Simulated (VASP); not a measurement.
**BiMo: structure and properties in VASP**

Wanted: the relaxed cell of BiMo and its properties. The steps: relaxing cell and atoms (PBEsol), second relaxation, single point with fields (PBEsol), band structure (PBEsol), density of states (PBEsol), electric field gradients (PBEsol), core levels (PBEsol) and self-consistent run (PBEsol), changed input. The cell is invented: it takes the structure of COD entry 1539074, MoP (space group 187 there), with some of its atoms replaced by other elements, volume scaled by an estimate. It may not be a known or stable phase.

Method: PBEsol; plane waves and PAW (Bi_d, Mo_sv); invented cell, in VASP 6.6.1.

This is a report of a sequence of runs, with most program output left out.

### Step 1. The structure

Before any relaxation, the start is as follows. Symmetry: P-6m2, No. 187, hexagonal system. Conventional cell: a = 3.370 Å, b = 3.370 Å, c = 3.337 Å, α = 90.00°, β = 90.00°, γ = 120.00°. Nearest to Bi lie 6 Mo at 2.56 Å. Mo has 6 Bi at 2.56 Å nearest. It derives from MoP. it takes the structure of COD entry 1539074, MoP (space group 187 there), with some of its atoms replaced by other elements, volume scaled by an estimate. Farther neighbours are not listed.

Structure file:

```cif
data_structure
_symmetry_space_group_name_H-M 'P 1'
_symmetry_Int_Tables_number 1
_cell_length_a 3.3704
_cell_length_b 3.3704
_cell_length_c 3.3369
_cell_angle_alpha 90.000
_cell_angle_beta 90.000
_cell_angle_gamma 120.000
_cell_volume 32.83
loop_
_atom_site_label
_atom_site_type_symbol
_atom_site_fract_x
_atom_site_fract_y
_atom_site_fract_z
_atom_site_occupancy
Bi1 Bi 0.33333 0.66667 0.50000 1
Mo2 Mo 0.00000 0.00000 0.00000 1
```

### Step 2. Relaxing cell and atoms (PBEsol)

Properties are meant for the cell that this level of theory prefers, so cell and atoms are relaxed first (ISIF = 3) until forces and stress are small; EDIFFG sets the threshold. PBEsol restores the gradient expansion of exchange and is tuned for the cells of solids.

Contents of INCAR:

```
SYSTEM = BiMo
PREC = Accurate
ENCUT = 400
EDIFF = 1E-06
NELM = 100
ISMEAR = -1
SIGMA = 0.05
LREAL = .FALSE.
ALGO = Normal
GGA = PS
LORBIT = 11
LWAVE = .FALSE.
LCHARG = .FALSE.
IBRION = 2
NSW = 60
ISIF = 3
EDIFFG = -0.01
```

Contents of POSCAR:

```
BiMo
1.0
    3.3703970000      0.0000000000      0.0000000000
   -1.6851990000      2.9188500000      0.0000000000
    0.0000000000      0.0000000000      3.3369340000
Bi Mo
1 1
Direct
    0.3333333300      0.6666666700      0.5000000000
    0.0000000000      0.0000000000      0.0000000000
```

Contents of KPOINTS:

```
Automatic mesh
0
Gamma
8 8 7
0 0 0
```

The projector-augmented-wave data sets are Bi_d and Mo_sv (PBE family, release 64).

Command:

```sh
> mpirun -np 1 vasp_std
```

The job ended after 83 s (1 MPI rank of Intel Xeon Platinum 8488C (Sapphire Rapids), shared host; peak memory 0.15 GiB).

This run has no spin polarisation. Its electron count is odd, so without a moment it is a metal by construction. The k-mesh is coarse for a metal. The PAW data sets were made with PBE, which is usual practice but a small mismatch for other functionals. After so large a change of volume the plane waves of the start cell no longer fit, so the final stress carries a basis-set error. The run keeps the 12 symmetry operations of its start, so it cannot find a distortion of lower symmetry.

Relaxation path:

| step | energy less that of the first step (eV) | largest force (eV/Å) | pressure (GPa) | volume (Å³) |
| --- | --- | --- | --- | --- |
| 1 | 0.0000 | 0.0000 | 64.03 | 32.83 |
| 2 | 2.4652 | 0.0000 | -25.68 | 74.69 |
| 3 | -1.3754 | 0.0000 | -9.12 | 45.16 |
| 4 | -1.4642 | 0.0000 | -3.67 | 43.00 |
| 5 | -1.4770 | 0.0000 | 0.09 | 41.83 |
| 6 | -1.4768 | 0.0000 | -0.49 | 42.02 |
| 7 | -1.4802 | 0.0000 | -0.56 | 41.93 |
| 8 | -1.4883 | 0.0000 | -0.39 | 41.62 |
| 9 | -1.4957 | 0.0000 | 0.36 | 40.94 |
| 10 | -1.4956 | 0.0000 | 0.47 | 40.86 |
| 11 | -1.4897 | 0.0000 | -2.52 | 41.64 |
| 12 | -1.4958 | 0.0000 | 0.02 | 40.98 |

| cell as run | before | after | change |
| --- | --- | --- | --- |
| a (Å) | 3.370 | 3.465 | +2.8 % |
| b (Å) | 3.370 | 3.465 | +2.8 % |
| c (Å) | 3.337 | 3.942 | +18.1 % |
| volume (Å³/atom) | 16.41 | 20.49 | +24.8 % |

Final coordinates:

```xyz
2
Lattice="3.4647 0.0000 0.0000 -1.7324 3.0006 0.0000 0.0000 0.0000 3.9416" Properties=species:S:1:pos:R:3 pbc="T T T"
Bi    0.0000    2.0004    1.9708
Mo    0.0000    0.0000    0.0000
```

This step gave:

* electrons: 29
* bands: 18
* irreducible k-points: 40
* symmetry operations: 12
* free energy (TOTEN): -14.57 eV
* energy at zero smearing: -14.56 eV
* Fermi energy: 11.11 eV
* pressure: 0.02288 GPa
* metallic: yes
* SCF cycles over all ionic steps: 102

It ends with forces that vanish by symmetry and a pressure of 0.02 GPa.

### Step 3. Second relaxation

A relaxation keeps the plane waves of the cell it began with, so it is repeated from the new cell, on a basis made for it. The mesh changes with the cell too.

INCAR is that of step 2.

Contents of POSCAR:

```
BiMo
1.0
    3.4647468923     -0.0000000089      0.0000000000
   -1.7323739678      3.0005594419      0.0000000000
    0.0000000000      0.0000000000      3.9416227284
Bi Mo
1 1
Direct
    0.3333333300      0.6666666700      0.5000000000
    0.0000000000      0.0000000000      0.0000000000
```

Contents of KPOINTS:

```
Automatic mesh
0
Gamma
7 7 6
0 0 0
```

Command:

```sh
> mpirun -np 1 vasp_std
```

Run time: 52 s. Hardware: 1 MPI rank; peak memory 0.15 GiB.

Relaxation path:

| step | energy less that of the first step (eV) | largest force (eV/Å) | pressure (GPa) | volume (Å³) |
| --- | --- | --- | --- | --- |
| 1 | 0.0000 | 0.0000 | 0.37 | 40.98 |
| 2 | -0.0016 | 0.0000 | -0.90 | 41.26 |
| 3 | -0.0016 | 0.0000 | -0.95 | 41.25 |
| 4 | -0.0028 | 0.0000 | -0.85 | 41.18 |
| 5 | -0.0048 | 0.0000 | -0.57 | 40.97 |
| 6 | -0.0048 | 0.0000 | -0.47 | 40.91 |
| 7 | -0.0050 | 0.0000 | 0.10 | 40.77 |
| 8 | -0.0050 | 0.0000 | 0.03 | 40.79 |

| conventional cell, symmetrised | before | after | change |
| --- | --- | --- | --- |
| a (Å) | 3.465 | 3.421 | -1.3 % |
| b (Å) | 3.465 | 3.421 | -1.3 % |
| c (Å) | 3.942 | 4.025 | +2.1 % |
| volume (Å³/atom) | 20.49 | 20.40 | -0.5 % |

Final coordinates:

```xyz
2
Lattice="3.4210 0.0000 0.0000 -1.7105 2.9626 0.0000 0.0000 0.0000 4.0249" Properties=species:S:1:pos:R:3 pbc="T T T"
Bi    0.0000    1.9751    2.0124
Mo    0.0000    0.0000    0.0000
```

Numbers from this step:

```
irreducible k-points            : 32
free energy (TOTEN)             : -14.62 eV
energy at zero smearing         : -14.61 eV
Fermi energy                    : 11.24 eV
pressure                        : 0.02859 GPa
SCF cycles over all ionic steps : 53
```

It ends with forces that vanish by symmetry and a pressure of 0.03 GPa.

### Step 4. Single point with fields (PBEsol)

A single point on the relaxed cell gives a clean self-consistent state, with density, ELF and potential written out.

INCAR: that of step 3 with these lines changed.

```diff
@@ -12,6 +12,5 @@
 LWAVE = .FALSE.
-LCHARG = .FALSE.
-IBRION = 2
-NSW = 60
-ISIF = 3
-EDIFFG = -0.01
+LCHARG = .TRUE.
+ISIF = 2
+LELF = .TRUE.
+LVHAR = .TRUE.
```

Contents of POSCAR:

```
BiMo
1.0
    3.4209598355     -0.0000000011      0.0000000000
   -1.7104804261      2.9626387113      0.0000000000
    0.0000000000      0.0000000000      4.0248662668
Bi Mo
1 1
Direct
    0.3333333300      0.6666666700      0.5000000000
    0.0000000000      0.0000000000      0.0000000000
```

Contents of KPOINTS:

```
Automatic mesh
0
Gamma
8 8 6
0 0 0
```

Command:

```sh
> mpirun -np 1 vasp_std
```

Wall time 11 s (1 MPI rank); peak memory 0.15 GiB.

This step gave:

```yaml
scf_cycles: 12
irreducible_k_points: 40
free_energy_toten: -14.61 eV
energy_at_zero_smearing: -14.60 eV
fermi_energy: 11.21 eV
pressure: 0.1191 GPa
```

Valence electrons inside each PAW sphere by angular momentum. Sphere charges, by row:

| atom | s (e) | p (e) | d (e) | tot (e) |
| --- | --- | --- | --- | --- |
| Bi1 | 1.422 | 1.636 | 9.993 | 13.05 |
| Mo2 | 2.228 | 6.099 | 4.067 | 12.39 |

ELF in the ac plane at fractional y = 0.000, with atoms of Mo within 0.2 Å of it. It is the smooth field of the valence electrons, not physical close to the nuclei.

Ten even steps from '0' (0.17) to '9' (0.71), each cell a mean:
```
58961023102897
99841123201699
87521233311257
21112344432111
00123444443200
00233444443310
11233455543321
11233456543321
11233456543321
01233445443321
00123444443210
11112344432111
65311234321246
99841123211589
68961023102798
26972023103895
```
Columns run along a (3.4 Å), rows up along c (4.0 Å). Atoms in or near the plane, at fractional coordinates: Mo at (0.00, 0.00).

Electrostatic potential energy in the ac plane at fractional y = 0.000, with atoms of Mo within 0.2 Å of it. With pseudopotentials it is smooth inside the atoms' cores, unlike the true potential.

Ten even steps from '0' (-63 eV) to '9' (1 eV), each cell a mean:
```
00147999996310
01358999997421
33579999999753
67899999999987
99999999999999
99999988899999
99999877789999
99999876789999
99999876789999
99999888899999
99999999999999
77899999999987
44689999999764
11368999998531
00147999997310
00137999996300
```
Columns run along a (3.4 Å; values clipped at the 3rd and 97th percentile), rows up along c (4.0 Å). Atoms in or near the plane, at fractional coordinates: Mo at (0.00, 0.00).

Valence density in the ac plane at fractional y = 0.000, with atoms of Mo within 0.2 Å of it. It is the smooth field of the valence electrons, not physical close to the nuclei.

Ten even steps from '0' (0.2 e/Å³) to '9' (7.5 e/Å³), each cell a mean:
```
98520000000268
65310000000136
32100000000012
00000000000000
00000000000000
00000000000000
00000000000000
00000000000000
00000000000000
00000000000000
00000000000000
00000000000000
21100000000011
65310000000135
97520000000258
99620000000369
```
Columns run along a (3.4 Å), rows up along c (4.0 Å). Atoms in or near the plane, at fractional coordinates: Mo at (0.00, 0.00).

In this run the pressure is 0.12 GPa, small enough to go on.

### Step 5. Band structure (PBEsol)

The mesh alone shows little of the dispersion and can miss band extrema, so KPOINTS_OPT adds a path through the symmetry points after the self-consistent cycle.

INCAR: that of step 4 with these lines changed.

```diff
@@ -12,5 +12,2 @@
 LWAVE = .FALSE.
-LCHARG = .TRUE.
-ISIF = 2
-LELF = .TRUE.
-LVHAR = .TRUE.
+LCHARG = .FALSE.
```

POSCAR is that of step 4.

KPOINTS is that of step 4.

Contents of KPOINTS_OPT:

```
Line mode
16
Line-mode
Reciprocal
  0.00000000   0.00000000   0.00000000 GAMMA
  0.50000000   0.00000000   0.00000000 M

  0.50000000   0.00000000   0.00000000 M
  0.33333333   0.33333333   0.00000000 K

  0.33333333   0.33333333   0.00000000 K
  0.00000000   0.00000000   0.00000000 GAMMA

  0.00000000   0.00000000   0.00000000 GAMMA
  0.00000000   0.00000000   0.50000000 A

  0.00000000   0.00000000   0.50000000 A
  0.50000000   0.00000000   0.50000000 L

  0.50000000   0.00000000   0.50000000 L
  0.33333333   0.33333333   0.50000000 H

  0.33333333   0.33333333   0.50000000 H
  0.00000000   0.00000000   0.50000000 A

  0.50000000   0.00000000   0.50000000 L
  0.50000000   0.00000000   0.00000000 M

  0.33333333   0.33333333   0.00000000 K
  0.33333333   0.33333333   0.50000000 H
```

Command:

```sh
> mpirun -np 1 vasp_std
```

Elapsed: 46 s, on 1 MPI rank; peak memory 0.16 GiB.

Spin-orbit coupling is off here; with elements this heavy it splits and shifts levels by tenths of an eV or more.

The electronic bands at the labelled points (eV, zero at the Fermi level; # counts the bands kept):

| point | #1 | #2 | #3 | #4 | #5 | #6 |
| --- | --- | --- | --- | --- | --- | --- |
| Γ | -2.99 | -1.81 | -1.57 | -1.57 | 0.02 | 0.02 |
| 0.47 of the way | -3.31 | -2.91 | -2.32 | -0.85 | -0.06 | 1.38 |
| M | -6.46 | -3.51 | -2.38 | -0.16 | 0.60 | 1.47 |
| 0.53 of the way | -6.02 | -3.37 | -3.04 | -0.72 | -0.15 | 0.72 |
| K | -5.34 | -4.32 | -3.24 | -1.10 | 0.19 | 0.29 |
| 0.47 of the way | -4.07 | -3.15 | -2.22 | -0.88 | -0.32 | 0.95 |
| Γ | -2.99 | -1.81 | -1.57 | -1.57 | 0.02 | 0.02 |
| 0.47 of the way | -4.99 | -1.35 | -1.35 | -1.31 | -0.20 | -0.20 |
| A | -6.80 | -0.91 | -0.81 | -0.81 | -0.72 | -0.72 |
| 0.47 of the way | -5.75 | -2.37 | -1.58 | -1.52 | -0.46 | -0.02 |
| L | -5.26 | -4.44 | -2.43 | -1.24 | 0.16 | 1.32 |
| 0.53 of the way | -5.20 | -4.21 | -2.87 | -1.37 | 0.11 | 1.81 |
| H | -5.22 | -4.03 | -3.26 | -1.35 | 0.13 | 1.68 |
| 0.47 of the way | -5.13 | -3.30 | -2.14 | -1.72 | -0.32 | 0.65 |
| A | -6.80 | -0.91 | -0.81 | -0.81 | -0.72 | -0.72 |
| jump to L | -5.26 | -4.44 | -2.43 | -1.24 | 0.16 | 1.32 |
| 0.53 of the way | -6.16 | -3.64 | -1.93 | -1.65 | 0.88 | 1.27 |
| M | -6.46 | -3.51 | -2.38 | -0.16 | 0.60 | 1.47 |
| jump to K | -5.34 | -4.32 | -3.24 | -1.10 | 0.19 | 0.29 |
| 0.47 of the way | -4.77 | -4.64 | -3.63 | -1.27 | 0.79 | 1.23 |
| H | -5.22 | -4.03 | -3.26 | -1.35 | 0.13 | 1.68 |

Of the projections kept (Bi, Mo), the largest for each band there; the rest of the weight can lie on other orbitals:

| point | #1 | #2 | #3 | #4 | #5 | #6 |
| --- | --- | --- | --- | --- | --- | --- |
| Γ | Mo 0.93 | Bi 0.83 | Mo 0.88 | Mo 0.88 | Mo 0.98 | Mo 0.98 |
| M | Bi 0.67 | Mo 0.66 | Mo 0.94 | Mo 0.95 | Bi 0.62 | Mo 0.87 |
| K | Bi 0.56 | Bi 0.74 | Mo 0.64 | Mo 0.92 | Mo 0.90 | Mo 0.86 |
| Γ | Mo 0.93 | Bi 0.83 | Mo 0.88 | Mo 0.88 | Mo 0.98 | Mo 0.98 |
| A | Bi 0.51 | Mo 0.95 | Mo 0.97 | Mo 0.97 | Mo 0.85 | Mo 0.85 |
| L | Bi 0.80 | Mo 0.59 | Mo 0.69 | Mo 0.78 | Mo 0.95 | Mo 1.00 |

There is no gap at this level.

### Step 6. Density of states (PBEsol)

A density of states needs more k-points than a total energy; ISMEAR = -5 takes tetrahedra, and LORBIT projects the states on the PAW spheres. The mesh is finer than in the run before.

INCAR: that of step 5 with these lines changed.

```diff
@@ -5,3 +5,3 @@
 NELM = 100
-ISMEAR = -1
+ISMEAR = -5
 SIGMA = 0.05
@@ -13 +13,2 @@
 LCHARG = .FALSE.
+NEDOS = 2001
```

POSCAR is that of step 5.

Contents of KPOINTS:

```
Automatic mesh
0
Gamma
11 11 8
0 0 0
```

Command:

```sh
> mpirun -np 1 vasp_std
```

It took 29 s on 1 MPI rank; peak memory 0.17 GiB.

With tetrahedra the forces and stress of a metal are not exact derivatives of the energy.

This step gave:

```
SCF cycles             : 13
irreducible k-points   : 80
free energy (TOTEN)    : -14.62 eV
Fermi energy           : 11.24 eV
pressure               : -0.1039 GPa
DOS at the Fermi level : 2.039 states/eV/cell
```

The density of states has structure finer than the step of the table below, so its rows give means over 0.5 eV, whole bins alone (the curve runs from -12.0 to 2.58 eV). Peaks (eV: height): total -3.51: 3.28, -1.63: 3.94, 1.21: 3.15, 1.99: 4.07; Mo d -1.63: 2.23, -0.12: 2.19, 1.21: 2.27, 1.99: 2.51; Bi p -5.14: 0.583, -4.07: 0.546, -3.51: 0.868, 2.02: 0.415; Bi s -11.12: 1.18, -10.75: 0.923, 1.99: 0.241.

States under -12.0 eV and over 2.6 eV are left out. Table of density of states by energy, zero at the Fermi level; means over each step; values in states/eV/cell:

| energy (eV) | total | Mo d | Bi p | Bi s |
| --- | --- | --- | --- | --- |
| -11.5 | 0.860 | 0.0326 | 0.00986 | 0.588 |
| -11.0 | 1.28 | 0.0662 | 0.00603 | 0.920 |
| -10.5 | 0.0748 | 0.00464 | 7.3e-5 | 0.0554 |
| -10.0 | 0 | 0 | 0 | 0 |
| -9.5 | 0 | 0 | 0 | 0 |
| -9.0 | 0 | 0 | 0 | 0 |
| -8.5 | 0 | 0 | 0 | 0 |
| -8.0 | 0 | 0 | 0 | 0 |
| -7.5 | 0 | 0 | 0 | 0 |
| -7.0 | 3.2e-4 | 7.3e-6 | 7.8e-5 | 0 |
| -6.5 | 0.0942 | 0.00550 | 0.0267 | 8.6e-4 |
| -6.0 | 0.481 | 0.0480 | 0.147 | 0.00681 |
| -5.5 | 1.02 | 0.132 | 0.317 | 0.0176 |
| -5.0 | 1.39 | 0.231 | 0.418 | 0.0270 |
| -4.5 | 0.701 | 0.146 | 0.196 | 0.0177 |
| -4.0 | 1.48 | 0.372 | 0.424 | 0.0179 |
| -3.5 | 1.93 | 0.681 | 0.520 | 0.0165 |
| -3.0 | 1.11 | 0.381 | 0.279 | 0.0105 |
| -2.5 | 1.47 | 0.665 | 0.269 | 0.00707 |
| -2.0 | 1.59 | 0.865 | 0.195 | 0.00627 |
| -1.5 | 2.98 | 1.75 | 0.199 | 0.00522 |
| -1.0 | 1.52 | 1.02 | 0.153 | 0.00302 |
| -0.5 | 0.986 | 0.737 | 0.0441 | 0.00259 |
| 0.0 | 2.31 | 1.72 | 0.0875 | 0.0169 |
| 0.5 | 1.91 | 1.37 | 0.108 | 0.0368 |
| 1.0 | 2.09 | 1.48 | 0.138 | 0.0632 |
| 1.5 | 1.15 | 0.845 | 0.0628 | 0.0439 |
| 2.0 | 2.53 | 1.50 | 0.279 | 0.128 |

The finer mesh and the other smearing move the Fermi level by +0.03 eV from the 8×8×6 run, a small shift, which tests the Fermi level alone. Of the states within 0.3 eV of the Fermi level, the largest shares in the PAW spheres are Mo d 75 %. The rest lies in smaller channels or between the spheres.

### Step 7. Electric field gradients (PBEsol)

Field gradients probe how far the charge around each nucleus departs from cubic symmetry; LASPH keeps the non-spherical terms inside the spheres.

Contents of INCAR:

```
SYSTEM = BiMo
PREC = Accurate
ENCUT = 400
EDIFF = 1E-07
NELM = 100
ISMEAR = -1
SIGMA = 0.05
LREAL = .FALSE.
ALGO = Normal
GGA = PS
LORBIT = 11
LWAVE = .FALSE.
LCHARG = .FALSE.
LEFG = .TRUE.
LASPH = .TRUE.
```

POSCAR is that of step 6.

Contents of KPOINTS:

```
Automatic mesh
0
Gamma
8 8 6
0 0 0
```

Command:

```sh
> mpirun -np 1 vasp_std
```

The job ended after 15 s (1 MPI rank; peak memory 0.15 GiB).

Numbers from this step:

- SCF cycles: 14
- irreducible k-points: 40
- free energy (TOTEN): -14.61 eV
- Fermi energy: 11.21 eV
- pressure: 0.1019 GPa

Electric field gradients, by row:

| atom | Vxx (V/Å²) | Vyy (V/Å²) | Vzz (V/Å²) | asymmetry |
| --- | --- | --- | --- | --- |
| Bi1 | 142.7 | 142.6 | -285.3 | 0 |
| Mo2 | -2.532 | -2.524 | 5.057 | 0.002 |

The largest gradient, -285.30 V/Å², sits on Bi1; times the quadrupole moment of a nucleus that has one, it gives the coupling that NMR and NQR see.

### Step 8. Core levels (PBEsol)

ICORELEVEL = 1 prints the core eigenvalues in the potential of the ground state.

Contents of INCAR:

```
SYSTEM = BiMo
PREC = Accurate
ENCUT = 400
EDIFF = 1E-06
NELM = 100
ISMEAR = -1
SIGMA = 0.05
LREAL = .FALSE.
ALGO = Normal
GGA = PS
LORBIT = 11
LWAVE = .FALSE.
LCHARG = .FALSE.
ICORELEVEL = 1
```

POSCAR is that of step 7.

KPOINTS is that of step 7.

Command:

```sh
> mpirun -np 1 vasp_std
```

Run time: 16 s. Hardware: 1 MPI rank; peak memory 0.15 GiB.

These are scalar-relativistic Kohn-Sham levels of the ground state, with no core hole, so they are not binding energies.

This step gave:

```
SCF cycles : 12
pressure   : 0.1191 GPa
```

Kohn-Sham core levels, initial state. Core levels, by row:

| atom | shell | level below the Fermi level (eV) |
| --- | --- | --- |
| Bi1 | 1s | 90635 |
| Bi1 | 2s | 16278 |
| Bi1 | 2p | 13918 |
| Bi1 | 3s | 3926 |
| Bi1 | 3p | 3252 |
| Bi1 | 3d | 2577 |
| Bi1 | 4s | 897.9 |
| Bi1 | 4p | 677.2 |
| Bi1 | 4d | 425.5 |
| Bi1 | 4f | 148.3 |
| Bi1 | 5s | 153.4 |
| Bi1 | 5p | 91.51 |
| Mo2 | 1s | 19816 |
| Mo2 | 2s | 2796 |
| Mo2 | 2p | 2499 |
| Mo2 | 3s | 473.3 |
| Mo2 | 3p | 376 |
| Mo2 | 3d | 217.8 |

### Step 9. Self-consistent run (PBEsol), changed input

This run is made with a changed input; what comes of it follows.

INCAR: that of step 8 with these lines changed.

```diff
@@ -4,3 +4,3 @@
 EDIFF = 1E-06
-NELM = 100
+NELM = 80
 ISMEAR = -1
@@ -13,2 +13,3 @@
 LCHARG = .FALSE.
-ICORELEVEL = 1
+ISIF = 2
+ICHARG = 11
```

POSCAR is that of step 8.

KPOINTS is that of step 8.

Command:

```sh
> mpirun -np 1 vasp_std
```

The job ended after 1 s (1 MPI rank).

The input was rejected at the start.

VASP's message: “ERROR: charge density could not be read from file CHGCAR for ICHARG>10”. No number of this run is used.

The fault in the input: density file missing or never updated (ICHARG = 11). ICHARG = 11 needs the CHGCAR of a converged run, and 12 never updates the atomic density.

### Step 10. Results

| Property | Result |
| --- | --- |
| relaxed volume | 20.40 Å³/atom |
| relaxed conventional cell a, b, c | 3.421, 3.421, 4.025 Å; angles 90.0, 90.0, 120.0° |
| space group after relaxing, within 0.02 Å | P-6m2 (No. 187) |
| band gap | none, a metal |
| DOS at the Fermi level | 2.04 states/eV/cell |
| largest field gradient Vzz | -285.30 V/Å² on Bi1 |
| shallowest level of the frozen cores | Bi1 5p, 91.5 eV deep |

In words: With PBEsol, BiMo relaxes to 20.40 Å³/atom in space group P-6m2 (held by the symmetry of the run) and comes out as a metal. Band structure (PBEsol): Of the bands kept, 2 cross the Fermi level on this path. Spin-orbit coupling is left out, and with elements this heavy it would split and shift bands near the Fermi level. The k-sampling is coarse for a metal, so the Fermi level, pressures and the shape of the cell carry errors. With an odd electron count and no spin the cell is a metal by construction. No search among competing phases was made. All values are for a static lattice at zero temperature.

[Lines on the potential files, build, host, timing and source positions are cut from VASP's logs without a mark.]

[Logs are printed without paths, hosts, clocks, repeated set-up lines and the standing remarks that a program may print on its own settings, such as how far it seeks lower states.]

[Hosts, paths, dates, database ids (printed as entryN), source tags and the programs' standing remarks are cut or masked in the printed files.]

[A measured line is paired with the nearest computed mode of its activity, which favours agreement.]
